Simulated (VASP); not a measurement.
# ZnCd2SeS2 (P1) in VASP: relaxation of cell and atoms with PBE

Aim: the relaxation of cell and atoms of ZnCd2SeS2 with PBE.

Program: VASP 6.6.1. These are calculated values, not measurements. Logs are shortened: lines on timing, memory, paths and dates and some standing lists are left out, and cuts for length are marked.

**1. The crystal as given**

The typed cell holds 12 atoms: a = 7.204 Å, b = 7.128 Å, c = 6.764 Å, α = 87.83°, β = 87.23°, γ = 60.74°.

The cell was built by a generator and needn't be a form met in nature.

**2. Relaxation of cell and atoms, PBE**

Contents of INCAR:

```
SYSTEM = ZnCd2SeS2
  PREC = Normal
  ENCUT = 520
  EDIFF = 1E-5
  ISMEAR = 0
  SIGMA = 0.05
  LREAL = Auto
  LASPH = .True.
  NELM = 80
  ALGO = Fast
  ISIF = 3
  LWAVE = .False.
  LCHARG = .False.
  GGA = PE
  IBRION = 2
  NSW = 110
  EDIFFG = -0.03
  ISYM = 0
  KPAR = 2
```

Contents of KPOINTS:

```
Automatic mesh
0
Gamma
  3 3 3
  0 0 0
```

Contents of POSCAR:

```
ZnCd2SeS2
1.0
    6.2020089300     -3.6603479100      0.1735373100
    6.1586295000      3.5857823300      0.1347896800
    0.1691270700     -0.0365343400      6.7619422400
Zn Cd Se S
2 4 2 4
Direct
    0.8380670500      0.1713252300      0.4966631500
    0.1563997600      0.8330241800      0.9854377000
    0.1654613700      0.4979945100      0.5168244600
    0.4959293000      0.1750575500      0.0004460400
    0.5071439500      0.8368907200      0.5214462100
    0.8261393700      0.5098518100      0.0084620800
    0.1620285200      0.8433071300      0.3565533100
    0.8629724200      0.1516492900      0.8573307200
    0.5234035200      0.1671501900      0.3858573400
    0.8433085100      0.4703022300      0.3795720000
    0.1791738700      0.5059538700      0.8896704400
    0.4744427900      0.8328969300      0.8992322700
```

Potentials or basis: VASP PAW PBE potentials, release 64 (Zn, Cd, Se, S).

Started as:

```bash
$ cat potpaw_PBE.64/Zn/POTCAR potpaw_PBE.64/Cd/POTCAR potpaw_PBE.64/Se/POTCAR potpaw_PBE.64/S/POTCAR > POTCAR
$ mpirun -np 2 vasp_std > vasp.out
```

OUTCAR:

```text
SYSTEM = ZnCd2SeS2
   PREC = Normal
   ENCUT = 520
   EDIFF = 1E-5
   ISMEAR = 0
   LREAL = Auto
   LASPH = .True.
   NELM = 80
   ISIF = 3
   GGA = PE
   IBRION = 2
   NSW = 110
   EDIFFG = -0.03
   ISYM = 0

 ion  position               nearest neighbor table
   1  0.838  0.171  0.497-  10 2.26   9 2.44   8 2.45   7 2.54
   2  0.156  0.833  0.985-  12 2.34  11 2.37   8 2.39   7 2.52
   3  0.165  0.498  0.517-  11 2.53  10 2.64   7 2.64   9 2.64
   4  0.496  0.175  0.000-  11 2.47   9 2.62  12 2.64   8 2.70
   5  0.507  0.837  0.521-   9 2.55  12 2.56  10 2.72   7 2.75
   6  0.826  0.510  0.008-  10 2.52  12 2.57  11 2.62   8 2.67
   7  0.162  0.843  0.357-   2 2.52   1 2.54   3 2.64   5 2.75
   8  0.863  0.152  0.857-   2 2.39   1 2.45   6 2.67   4 2.70
   9  0.523  0.167  0.386-   1 2.44   5 2.55   4 2.62   3 2.64
  10  0.843  0.470  0.380-   1 2.26   6 2.52   3 2.64   5 2.72
  11  0.179  0.506  0.890-   2 2.37   4 2.47   3 2.53   6 2.62
  12  0.474  0.833  0.899-   2 2.34   5 2.56   6 2.57   4 2.64

IMPORTANT INFORMATION: All symmetrisations will be switched off!
NOSYMM: (Re-)initialisation of all symmetry stuff for point group C_1.

----------------------------------------------------------------------------------------

                                     Primitive cell

  volume of cell :     302.6146

  direct lattice vectors                    reciprocal lattice vectors
     6.202008930 -3.660347910  0.173537310     0.080140798 -0.137539620 -0.002747568
     6.158629500  3.585782330  0.134789680     0.081769746  0.138487280 -0.001296955
     0.169127070 -0.036534340  6.761942240    -0.003686683  0.000769246  0.147982870

  length of vectors
     7.203691886  7.127743015  6.764155644     0.159208177  0.160831279  0.148030785

  position of ions in fractional coordinates (direct lattice)
     0.838067050  0.171325230  0.496663150
     0.156399760  0.833024180  0.985437700
     0.165461370  0.497994510  0.516824460
     0.495929300  0.175057550  0.000446040
     0.507143950  0.836890720  0.521446210
     0.826139370  0.509851810  0.008462080
     0.162028520  0.843307130  0.356553310
     0.862972420  0.151649290  0.857330720
     0.523403520  0.167150190  0.385857340
     0.843308510  0.470302230  0.379572000
     0.179173870  0.505953870  0.889670440
     0.474442790  0.832896930  0.899232270

  ion indices of the primitive-cell ions
   primitive index   ion index
                 1           1
                 2           2
                 3           3
                 4           4
                 5           5
                 6           6
                 7           7
                 8           8
                 9           9
                10          10
                11          11
                12          12

----------------------------------------------------------------------------------------

 KPOINTS: Automatic mesh

Automatic generation of k-mesh.
 Grid dimensions read from file:
 generate k-points for:    3    3    3

 Generating k-lattice:

  Cartesian coordinates                     Fractional coordinates (reciprocal lattice)
     0.026713599 -0.045846540 -0.000915856     0.333333333 -0.000000000  0.000000000
     0.027256582  0.046162427 -0.000432318     0.000000000  0.333333333  0.000000000
    -0.001228894  0.000256415  0.049327623     0.000000000  0.000000000  0.333333333

  Length of vectors
     0.053069392  0.053610426  0.049343595

  Shift w.r.t. Gamma in fractional coordinates (k-lattice)
     0.000000000  0.000000000  0.000000000

 Subroutine IBZKPT returns following result:
 ===========================================

 Found     14 irreducible k-points:

 Following reciprocal coordinates:
            Coordinates               Weight
  0.000000  0.000000  0.000000      1.000000
  0.333333 -0.000000  0.000000      2.000000
 -0.000000  0.333333  0.000000      2.000000
  0.333333  0.333333  0.000000      2.000000
 -0.333333  0.333333 -0.000000      2.000000
  0.000000  0.000000  0.333333      2.000000
  0.333333  0.000000  0.333333      2.000000
 -0.333333  0.000000  0.333333      2.000000
 -0.000000  0.333333  0.333333      2.000000
  0.333333  0.333333  0.333333      2.000000
 -0.333333  0.333333  0.333333      2.000000
 -0.000000 -0.333333  0.333333      2.000000
  0.333333 -0.333333  0.333333      2.000000
 -0.333333 -0.333333  0.333333      2.000000
   k-points           NKPTS =     14   k-points in BZ     NKDIM =     14   number of bands    NBANDS=     64
   number of dos      NEDOS =    301   number of ions     NIONS =     12
   total plane-waves  NPLWV =  64000
   dimension x,y,z NGX =    40 NGY =   40 NGZ =   40
   dimension x,y,z NGXF=    80 NGYF=   80 NGZF=   80
   ions per type =               2   4   2   4
   NGX,Y,Z   is equivalent  to a cutoff of   9.23,  9.33,  9.83 a.u.
   NGXF,Y,Z  is equivalent  to a cutoff of  18.46, 18.66, 19.66 a.u.
 SYSTEM =  ZnCd2SeS2
   PREC   = normal    normal or accurate (medium, high low for compatibility)
   ISTART =      0    job   : 0-new  1-cont  2-samecut
   ICHARG =      2    charge: 1-file 2-atom 10-const
   ISPIN  =      1    spin polarized calculation?
   LNONCOLLINEAR =      F non collinear calculations
   LSORBIT =      F    spin-orbit coupling
   LASPH  =      T    aspherical Exc in radial PAW
   ENCUT  =  520.0 eV  38.22 Ry    6.18 a.u.  13.39 13.25 12.58*2*pi/ulx,y,z
   NELM   =     80;   NELMIN=  2; NELMDL= -5     # of ELM steps
   EDIFF  = 0.1E-04   stopping-criterion for ELM
   LREAL  =      T    real-space projection
   EDIFFG = -.3E-01   stopping-criterion for IOM
   NSW    =    110    number of steps for IOM
   IBRION =      2    ionic relax: 0-MD 1-quasi-New 2-CG
   NFREE  =      1    steps in history (QN), initial steepest desc. (CG)
   ISIF   =      3    stress and relaxation
   ISYM   =      0    0-nonsym 1-usesym 2-fastsym
   POTIM  = 0.5000    time-step for ionic-motion
   TEBEG  =    0.0;   TEEND  =   0.0 temperature during run
   PSTRESS=    0.0 pullay stress
   NELECT =     108.0000    total number of electrons
   NUPDOWN=      -1.0000    fix difference up-down
   EMIN   =  10.00;   EMAX   =-10.00  energy-range for DOS
   EFERMI =   0.00;   METHOD = LEGACY
   ISMEAR =     0;   SIGMA  =   0.05  broadening in eV -4-tet -1-fermi 0-gaus
   EFERMI_NEDOS =   21; number of points for ismear=-14 and -15
   IALGO  =     68    algorithm
   IMIX   =      4    mixing-type and parameters
     AMIX     =   0.40;   BMIX     =  1.00
     AMIX_MAG =   1.60;   BMIX_MAG =  1.00
  volume/ion in A,a.u.               =      25.22       170.18
  Fermi-wavevector in a.u.,A,eV,Ry     =   1.161233  2.194413 18.346947  1.348463
  Thomas-Fermi vector in A             =   2.297807
   LORBIT       =      0    0 simple, 1 ext, 2 COOP (PROOUT), +10 PAW based schemes
   GGA     = PE    functional components
   LHFCALC =     F    Hartree Fock is set to
   AEXX    =    0.0000 exact exchange contribution
   IVDW    =     0    specifies the selected vdW correction
   LEPSILON=     F    determine dielectric tensor
   LRPA    =     F    only Hartree local field effects (RPA)
 conjugate gradient relaxation of ions
 non-spin polarized calculation
 RMM-DIIS sequential band-by-band and
 Gauss-broadening in eV      SIGMA  =   0.05
  energy-cutoff  :      520.00
  volume of cell :      302.61
 maximum number of plane-waves:      8176
   NGX = 27   NGY = 27   NGZ = 25

--------------------------------------- Ionic step        1  -------------------------------------------

 number of electron     107.9999973 magnetization

 Free energy of the ion-electron system (eV)
  ---------------------------------------------------
  ext. energy  EPLUGINS =         0.00000000
  ---------------------------------------------------
  free energy    TOTEN  =       -36.47455468 eV

  energy without entropy =      -36.47455468  energy(sigma->0) =      -36.47455468

------------------------ aborting loop because EDIFF is reached ----------------------------------------

  FORCE on cell =-STRESS in cart. coord.  units (eV):
  Direction    XX          YY          ZZ          XY          YZ          ZX
  --------------------------------------------------------------------------------------
  -------------------------------------------------------------------------------------
  Total       -0.1146279     -0.3800243      1.2369012      1.2840330     -0.8697513     -2.1654225
  in kB       -0.6068915     -2.0120188      6.5487088      6.7982454     -4.6048530    -11.4647166
  external PRESSURE =       1.3099328 kB  Pullay stress =       0.0000000 kB
[... 119 lines left out ...]
  FREE ENERGIE OF THE ION-ELECTRON SYSTEM (eV)
  ---------------------------------------------------
  free  energy   TOTEN  =       -36.6929836671 eV

  energy  without entropy=      -36.6929836671  energy(sigma->0) =      -36.69298367

[... ionic steps 4 to 14 ...]

--------------------------------------- Ionic step       15  -------------------------------------------

 number of electron     108.0000023 magnetization

------------------------ aborting loop because EDIFF is reached ----------------------------------------

  FORCE on cell =-STRESS in cart. coord.  units (eV):
  Direction    XX          YY          ZZ          XY          YZ          ZX
  --------------------------------------------------------------------------------------
  -------------------------------------------------------------------------------------
  Total        0.1611090      0.3913725      0.3893912      0.1473126     -0.0185962      0.1091932
  in kB        0.8561644      2.0798291      2.0692997      0.7828474     -0.0988238      0.5802738
  external PRESSURE =       1.6684311 kB  Pullay stress =       0.0000000 kB
[... 77 lines left out ...]
  energy  without entropy=      -36.7566275705  energy(sigma->0) =      -36.75662757

--------------------------------------- Ionic step       17  -------------------------------------------

 number of electron     108.0000020 magnetization

 Free energy of the ion-electron system (eV)
  ---------------------------------------------------
  ext. energy  EPLUGINS =         0.00000000
  ---------------------------------------------------
  free energy    TOTEN  =       -36.75765317 eV

  energy without entropy =      -36.75765317  energy(sigma->0) =      -36.75765317

 E-fermi :   1.3034     XC(G=0):  -9.0085

 val. band max:        1.0692906584   @ k =   0.0000   0.0000   0.0000
 cond. band min:       2.1648268774   @ k =   0.0000   0.0000   0.0000
 fundamental gap:      1.0955362190
 Fermi energy:         1.3034357719

 k-point     1 :       0.0000    0.0000    0.0000
  band No.  band energies     occupation
      1     -11.3691      2.00000
      2     -10.8726      2.00000
      3     -10.7326      2.00000
      4     -10.7225      2.00000
      5     -10.7160      2.00000
      6     -10.7016      2.00000
[... 966 lines left out ...]
  FREE ENERGIE OF THE ION-ELECTRON SYSTEM (eV)
  ---------------------------------------------------
  free  energy   TOTEN  =       -36.7576531714 eV

  energy  without entropy=      -36.7576531714  energy(sigma->0) =      -36.75765317

 reached required accuracy - stopping structural energy minimisation
```

It took 9 min on 2 MPI ranks of Intel Xeon Platinum 8488C (Sapphire Rapids), shared host; peak memory 0.35 GiB.

Results:

* Free energy: -36.7577 eV
* Relaxed volume: 25.18 Å³/atom
* Relaxed cell: a = 7.165 Å, b = 7.153 Å, c = 6.789 Å, α = 90.09°, β = 90.19°, γ = 60.29°
* Space group after relaxing (to 0.05 Å): Cmc2_1 (No. 36)
* Energy gained by relaxing: 23.6 meV/atom
* Ionic steps: 17
* Pressure after relaxing: 0.0 GPa
* Largest force after relaxing: 0.027 eV/Å
* Band gap on the k mesh: 1.10 eV, direct

Forces on the atoms (eV/Å):
```
Zn  -0.004  0.004 -0.009
Zn   0.006 -0.003  0.007
Cd  -0.004  0.013 -0.001
Cd  -0.005  0.004  0.009
Cd  -0.010  0.009 -0.015
Cd   0.002  0.002  0.019
Se   0.007  0.019 -0.005
Se   0.005 -0.018 -0.001
S   -0.005  0.005  0.012
S    0.003 -0.005  0.006
S    0.016 -0.019 -0.009
S   -0.013 -0.011 -0.012
```

Step by step:
| step | energy change (eV) | largest force (eV/Å) | pressure (GPa) | volume (Å³) |
| --- | --- | --- | --- | --- |
| 1 | 0.0000 | 1.0011 | 0.13 | 302.61 |
| 2 | -0.1792 | 0.4599 | -0.24 | 303.48 |
| 3 | -0.2184 | 0.2817 | -0.31 | 304.08 |
| 4 | -0.2499 | 0.2190 | 0.12 | 301.75 |
| 5 | -0.2581 | 0.2075 | 0.32 | 300.22 |
| 6 | -0.2586 | 0.2088 | 0.51 | 299.63 |
| 7 | -0.2722 | 0.1453 | -0.13 | 302.88 |
| 8 | -0.2722 | 0.1437 | -0.08 | 302.97 |
| 9 | -0.2764 | 0.0829 | -0.02 | 302.57 |
| 10 | -0.2774 | 0.0702 | 0.02 | 302.32 |
| 11 | -0.2774 | 0.0760 | 0.06 | 302.26 |
| 12 | -0.2797 | 0.0850 | -0.07 | 302.65 |
| 13 | -0.2806 | 0.0821 | -0.13 | 303.04 |
| 14 | -0.2820 | 0.0452 | 0.02 | 302.03 |
| 15 | -0.2819 | 0.0446 | 0.17 | 301.49 |
| 16 | -0.2821 | 0.0450 | 0.09 | 301.81 |
| 17 | -0.2831 | 0.0269 | 0.02 | 302.16 |

Final structure:
```yaml
crystal:
  lattice:
    - [6.19333, -3.60183, -0.01087]
    - [6.18752, 3.58805, -0.00543]
    - [-0.01029, 0.00688, 6.78886]
  atoms:
    - { symbol: Zn, position: [0.83172, 0.17161, 0.49148] }
    - { symbol: Zn, position: [0.17448, 0.82685, 0.99165] }
    - { symbol: Cd, position: [0.17244, 0.49531, 0.51006] }
    - { symbol: Cd, position: [0.49874, 0.16883, 0.00983] }
    - { symbol: Cd, position: [0.50805, 0.83110, 0.51091] }
    - { symbol: Cd, position: [0.83318, 0.50366, 0.00956] }
    - { symbol: Se, position: [0.15427, 0.84884, 0.35891] }
    - { symbol: Se, position: [0.85172, 0.14989, 0.85892] }
    - { symbol: S, position: [0.51987, 0.16613, 0.38876] }
    - { symbol: S, position: [0.83700, 0.48355, 0.38877] }
    - { symbol: S, position: [0.16754, 0.51569, 0.88901] }
    - { symbol: S, position: [0.48547, 0.83394, 0.88963] }
```

Levels at points of the mesh, in eV from the valence-band top:
```
           k point  band 52  band 53  band 54  band 55  band 56  band 57
(0.00, 0.00, 0.00)    -0.04    -0.02     0.00     1.10     2.61     4.44
```

A hybrid or GW would open this gap; PBE tends to underestimate it.
